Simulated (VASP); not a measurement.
An input for Quantum ESPRESSO's pw.x (written as the equivalent of a VASP run, and not itself run):

```
&CONTROL
  calculation = 'scf'
  pseudo_dir = './pseudo'
  outdir = './out'
  tprnfor = .true.
  tstress = .true.
/
&SYSTEM
  ibrav = 0
  nat = 2
  ntyp = 2
  ecutwfc = 84
  occupations = 'smearing'
  smearing = 'fermi-dirac'
  degauss = 0.000735
  input_dft = 'pbe'
/
&ELECTRONS
  conv_thr = 7.3e-08
  electron_maxstep = 100
/
ATOMIC_SPECIES
  Ba 137.327 Ba.upf
  O 15.999 O.upf
CELL_PARAMETERS angstrom
     0.0000000    2.7700000    2.7700000
     2.7700000    0.0000000    2.7700000
     2.7700000    2.7700000    0.0000000
ATOMIC_POSITIONS crystal
  Ba   0.0000000  0.0000000  0.0000000
  O    0.5000000  0.5000000  0.5000000
K_POINTS automatic
  8 8 8 0 0 0
```

Task: Write the VASP files for the same calculation (PBE).

Result: One answer among several that fit: 
INCAR:
```
! general
SYSTEM  = BaO
PREC    = Accurate
ENCUT   = 520
LREAL   = .FALSE.
LASPH   = .TRUE.

! electronic loop
EDIFF   = 1E-6
NELM    = 100
ALGO    = Normal
LMAXMIX = 4

! smearing
ISMEAR  = -1
SIGMA   = 0.01

! functional
GGA     = PE

! ions
ISIF    = 2

! output
LWAVE   = .FALSE.
LCHARG  = .FALSE.
```

File POSCAR:
```
BaO
1
    0.0000000000     2.7700000000     2.7700000000
    2.7700000000     0.0000000000     2.7700000000
    2.7700000000     2.7700000000     0.0000000000
Ba O
1 1
Direct
  0.0000000000   0.0000000000   0.0000000000
  0.5000000000   0.5000000000   0.5000000000
```

### KPOINTS
```
Automatic
0
gamma
 8 8 8
0 0 0
```

POTCAR, in this order: Ba_sv O (PBE.64 set). Program: vasp_std.

The two are equivalent in intent, not identical: the potentials are each code's own (VASP's PAW set, PseudoDojo norm-conserving files in pw.x), so ENCUT and ecutwfc are chosen apart and not converted; conv_thr bounds pw.x's estimated SCF error, while EDIFF bounds the energy change between steps.

The compound is BaO in the rock salt structure. The cell was not relaxed at this level. The run is one of a series of settings (ISMEAR = -1, SIGMA = 0.01 against the base run), some of them coarse on purpose.
